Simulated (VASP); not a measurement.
# Conduction valleys of silicon at Γ, X and L from LDA to PBE0

We calculate the lowest empty levels of silicon at Γ, X and L with a series of functionals in one fixed cell. Each level is measured from the valence-band top of the same calculation. The question is whether a change of functional moves the three valleys together or alters their order. This matters for device models because the spacing between valleys governs which of them carriers can reach at high field, and a rigid correction of the gap is safe only if that spacing holds. The lowest conduction state lies on the line from Γ to X, short of X itself, with every functional, so the level at X is not the fundamental gap.

## Calculations

A cell from a diffraction database, the same for all rows. VASP 6.6.1, plane waves with PAW, cutoff 350 eV, no spin polarisation, no spin-orbit coupling. Levels are read at the symmetry points of a band path, from the valence-band top. EpsX marks an unscreened share α = 1/ε∞ of exact exchange, here 0.075. The PAW data sets differ between levels: LDA sets for LDA; PBE sets for HSE06, PBE, PBE0, TB-mBJ, r2SCAN and r2SCAN-EpsX.

Notes on method and selection:

- A valley minimum can lie off the symmetry point and below the level at it.
- Runs that did not converge, have known faults or may not be shown are not listed, and runs on Ansatz's PAW sets soft_1 and soft_2 are kept to separate tables.

Columns:

- Γ valley (eV): lowest empty level at Γ.
- k mesh: k mesh of the density and of exact exchange.
- X valley (eV): lowest empty level at X.
- L valley (eV): lowest empty level at L.
- X − Γ (eV): level at X less level at Γ.

Input lines of one member:

```
PREC = Accurate
ENCUT = 350
EDIFF = 1E-06
NELM = 100
ISMEAR = 0
SIGMA = 0.03
LREAL = .FALSE.
ALGO = Normal
GGA = CA
NBANDS = 16
LORBIT = 11
KPAR = 8
LASPH = .TRUE.
```

Command (options for logging and memory left out): `mpirun -np 8 vasp_std`

## Results

| member | Γ valley (eV) | k mesh | X valley (eV) | L valley (eV) | X − Γ (eV) |
| --- | --- | --- | --- | --- | --- |
| LDA | 2.52 | 8×8×8 | 0.60 | 1.43 | −1.92 |
| PBE | 2.57 | 8×8×8 | 0.71 | 1.54 | −1.85 |
| r2SCAN | 2.76 | 8×8×8 | 0.92 | 1.89 | −1.84 |
| r2SCAN-EpsX (α = 0.07) | 3.15 | 5×5×5 | 1.26 | 2.25 | −1.89 |
| TB-mBJ | 3.20 | 8×8×8 | 1.42 | 2.22 | −1.79 |
| HSE06 | 3.35 | 5×5×5 | ? | ? | ? |
| PBE0 | 4.01 | 5×5×5 | 1.99 | 2.95 | −2.02 |

Cells marked ? are withheld until the estimate has been made.

Least-squares fits to the members shown, with x = Γ valley (eV); R² and errors in the fitted variable (y, or ln y where the fit is in ln y):

| y | members | fit | R² | rms residual | leave-one-out rms | the same for the mean of the others |
| --- | --- | --- | --- | --- | --- | --- |
| X valley (eV) | 6 | y = −1.648 + 0.9219 x | 0.98 | 0.063 | 0.13 | 0.57 |
| L valley (eV) | 6 | y = −0.9508 + 0.9876 x | 0.97 | 0.080 | 0.15 | 0.61 |

## Why the values move as they do

The order does not depend on the functional in the six complete rows: X is lowest, L is next and Γ is highest. From LDA to PBE0 the levels rise by 4.01 − 2.52 = 1.49 eV at Γ, 1.99 − 0.60 = 1.39 eV at X and 2.95 − 1.43 = 1.52 eV at L. Over the same rows X − Γ stays between −2.02 and −1.79 eV, a spread of 0.23 eV. Most of the change is therefore common to the three valleys, and the remainder is far too small to reorder them.

The common part has a simple origin in the hybrids. Exact exchange acts most strongly between occupied states and lowers them relative to the empty ones. Since the valence top is the zero of energy, its lowering appears as a rise of every conduction valley. From PBE to PBE0 the rises are 1.44 eV at Γ, 1.28 eV at X and 1.41 eV at L. The ratio of X to Γ is 1.28 / 1.44 = 0.89. Adding the smaller share of exchange to r2SCAN gives nearly the same ratio, (1.26 − 0.92) / (3.15 − 2.76) = 0.87. These steps also change the k mesh from 8×8×8 to 5×5×5, which may contribute roughly 0.1 eV to the shifts, mostly in common.

The shift is not perfectly rigid. From PBE to r2SCAN, L rises by 0.35 eV but Γ by only 0.19 eV and X by 0.21 eV. A possible reason is that the valleys differ in their mixture of s and p character and in where their density sits, so that a semilocal potential acts on them unequally. TB-mBJ, which changes the potential without adding exact exchange, has the smallest separation between Γ and X.

For device work, a rigid shift of the conduction band preserves the valley order, but spacings taken from different functionals can disagree by about 0.2 eV.

## Estimating the withheld member

Plain estimates from the members shown:

- HSE06, fit at x = 3.35: 1.44 eV
- HSE06, straight-line interpolation between TB-mBJ and PBE0: w = (3.35 − 3.20) / (4.01 − 3.20) = 0.185, so 1.42 + 0.185 × (1.99 − 1.42) = 1.53 eV

We start from PBE0, because HSE06 has the same PBE parent and the same quarter share of exact exchange at short range, and differs only in the long-range part, where PBE exchange takes the place of exact exchange. The interpolation to 1.53 eV relies on TB-mBJ, a different kind of potential, and the fit to 1.44 eV mixes all the families.

Long-range exchange involves small momentum transfer. There an occupied state overlaps strongly with itself, while an empty state overlaps little with the occupied ones. Removing this part should thus raise the valence top and bring all conduction valleys down by nearly the same amount. The long-range interaction e² erf(ωr)/r tends to e² 2ω/√π at small r, which sets the scale of an occupied state's exchange with itself. The size can thus be checked with α e² 2ω/√π, taking roughly α = 0.25, e² = 14 eV Å and ω = 0.2 Å⁻¹: 0.25 × 14 × 2 × 0.2 / 1.8 = 0.8 eV. The tabulated fall at Γ is close to this, 4.01 − 3.35 = 0.66 eV.

Applying the same fall at X gives 1.99 − 0.66 = 1.33 eV. No other pair of rows differs only in the range of exchange, so the error is taken from the main assumption, that the fall is rigid. If X instead followed Γ with the PBE-to-PBE0 ratio, it would fall by 0.66 × 1.28 / 1.44 = 0.59 eV, to 1.40 eV. We take the difference of 0.07 eV as one standard deviation.

**Committed estimate, HSE06: X valley = 1.33 ± 0.07 eV.**

## Check

| member | Γ valley (eV) | k mesh | X valley (eV) | L valley (eV) | X − Γ (eV) |
| --- | --- | --- | --- | --- | --- |
| HSE06 | 3.35 | 5×5×5 | 1.32 | 2.28 | −2.03 |

| member | estimate | X valley (eV) | computed | estimate − computed | miss in error bars |
| --- | --- | --- | --- | --- | --- |
| HSE06 | committed | 1.33 | 1.32 | +0.01 | 0.1 |
| HSE06 | fit | 1.44 | 1.32 | +0.12 |  |
| HSE06 | interpolation | 1.53 | 1.32 | +0.21 |  |

The estimate of 1.33 eV lies 0.01 eV above the computed 1.32 eV, well inside its error bar of 0.07 eV. The fit was 0.12 eV too high and the interpolation 0.21 eV too high, as both rely at least partly on functionals of other kinds.

The assumption of a rigid fall held. From PBE0 to HSE06 the levels drop by 0.66 eV at Γ, 0.67 eV at X and 0.67 eV at L. The alternative, in which X follows Γ in the PBE-to-PBE0 ratio, gave 1.40 eV and was 0.08 eV too high.

The result also suggests where the unequal motion of the levels arises. From PBE to HSE06, which brings in short-range exact exchange, Γ rises by 0.78 eV but X by 0.61 eV. This step also changes the k mesh from 8×8×8 to 5×5×5, an effect that we expect to be mostly common to the levels but have not separated. From HSE06 to PBE0, on one mesh, the long-range part lifts all three almost equally.

We were wrong, however, to explain the common shift mainly by a lowering of the occupied states. Levels measured from the valence top cannot show which side moves. On the common energy scale of the runs, the valence top falls and the empty levels rise by comparable amounts, both from PBE to PBE0 and from HSE06 to PBE0. A likely reason is that exact exchange replaces a share of PBE exchange, which attracts occupied and empty states alike. An occupied state then gains more attraction than it loses, and an empty state loses more than it gains. The estimate at X is unaffected, because it used only distances from the valence top.

## Members off the line

Least-squares fits to the whole series, with x = Γ valley (eV); R² and errors in the fitted variable (y, or ln y where the fit is in ln y):

| y | members | fit | R² | rms residual | leave-one-out rms | the same for the mean of the others |
| --- | --- | --- | --- | --- | --- | --- |
| X valley (eV) | 7 | y = −1.604 + 0.9020 x | 0.97 | 0.071 | 0.092 | 0.52 |
| L valley (eV) | 7 | y = −0.9223 + 0.9748 x | 0.97 | 0.079 | 0.11 | 0.56 |

Largest departures from the fit to the whole series:

| member | X valley (eV) | fit | computed − fit | in rms residuals |
| --- | --- | --- | --- | --- |
| TB-mBJ | 1.42 | 1.28 | +0.14 | 1.9 |
| HSE06 | 1.32 | 1.42 | −0.10 | 1.4 |
| LDA | 0.60 | 0.67 | −0.07 | 1.0 |
| r2SCAN | 0.92 | 0.89 | +0.03 | 0.5 |

TB-mBJ lies farthest from the fit, with its X level 0.14 eV above the line. Relative to PBE it raises X by 1.42 − 0.71 = 0.71 eV and Γ by 3.20 − 2.57 = 0.63 eV, whereas the hybrids raise Γ more than X. A possible reason is that its potential is more repulsive where the density is low, and the state at X may have more of its weight in the open interstices, away from the bonds, than the state at Γ.

HSE06 lies 0.10 eV below the line, since short-range exchange raises X less than Γ. PBE0 has practically the same separation between X and Γ but lies close to the fit. It is the last point on the Γ axis, well apart from the others, and so draws the line towards itself.

The remaining departures are no larger than the typical scatter of the fit.

## Rules of thumb and their limits

In all seven rows X lies below L and L below Γ. The levels themselves move by up to about 1.5 eV, while X − Γ varies by only 0.24 eV. For another functional of these kinds, the fit gives the X level from the Γ level to about 0.09 eV, the leave-one-out error.

For device models, a PBE band structure shifted rigidly to match HSE06 at X needs 0.61 eV. Γ is then 0.78 − 0.61 = 0.17 eV too low against HSE06, and L, which rises by 2.28 − 1.54 = 0.74 eV from PBE to HSE06, is 0.74 − 0.61 = 0.13 eV too low. Both differences include the change of k mesh between the two rows.

Only the difference at L bears on transfer between valleys. Although the tables speak of a Γ valley, the lowest empty level at Γ is not a minimum in silicon: the band runs downhill from there towards X, so carriers do not collect at Γ. That level matters for direct transitions instead, and X − Γ is no measure of the energy needed for transfer. L − X is a closer guide, and it ranges from 2.22 − 1.42 = 0.80 eV with TB-mBJ to 2.25 − 1.26 = 0.99 eV with r2SCAN-EpsX. Where transfer to L matters, L should have its own shift, and the energy should be counted from the minimum between Γ and X, which is not tabulated here.

Spin-orbit coupling and lattice vibrations, both omitted, lower the valleys relative to the valence top by roughly 0.01 and 0.1 eV. Neither exceeds the spread between functionals.

The exchange share of r2SCAN-EpsX is 0.075, shortened to 0.07 in its table label. It rests on an ε∞ calculated with LDA in the same cell, so that row depends on this choice too.

G0W0 and evGW0 runs on the same cell were also made but are not tabulated. They put the smallest direct gap well above that of LDA, but in G0W0 it still grows when more empty states are included together with a higher cutoff for the screening. The tables therefore compare the functionals with one another and do not show which of them is nearest to the true levels. A shift to HSE06 reproduces HSE06, not a measured band structure.

[Logs are printed without paths, hosts, clocks, repeated set-up lines and the standing remarks that a program may print on its own settings, such as how far it seeks lower states.]
